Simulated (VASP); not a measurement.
```
CELL_PARAMETERS angstrom
      0.00000     2.16711     2.16711
      2.16711     0.00000     2.16711
      2.16711     2.16711     0.00000
ATOMIC_POSITIONS crystal
  Ti 0.00000 0.00000 0.00000
  C  0.50000 0.50000 0.50000
```

Calculation: PBE GGA, VASP's PBE PAW potentials (set 64) (plane waves; VASP 6.6.1). Numerical set-up: 520 eV cut-off, Gaussian smearing of 0.050 eV, potentials Ti_sv C.

Question: Estimate the band gap (along the path) with the smallest direct gap where there is one.

Answer: 
| Item | Value |
|---|---|
| band gap (along the path) | none (metal, semimetal or under 0.01 eV) |

The compound is TiC in the rock salt structure. It was relaxed first.
